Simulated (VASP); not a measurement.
Energy against volume of KMgF3 (cubic perovskite). Calculation: r2SCAN+rVV10, VASP's PBE PAW potentials (set 64) (plane waves; VASP).

```
V (Å³/atom)  E (eV/atom)
-----------  -----------
11.645          -7.24945
12.017          -7.25969
12.388          -7.26306
12.760          -7.26064
13.132          -7.25329
```

### Question
Fit a third-order Birch-Murnaghan equation of state.

### Answer

- volume per atom: 12.41 Å³/atom
- bulk modulus: 82.6 GPa
- pressure derivative of the bulk modulus: 4.53
- lattice constant a: 3.959 Å

The compound is KMgF3 in the cubic perovskite structure. It was relaxed first.
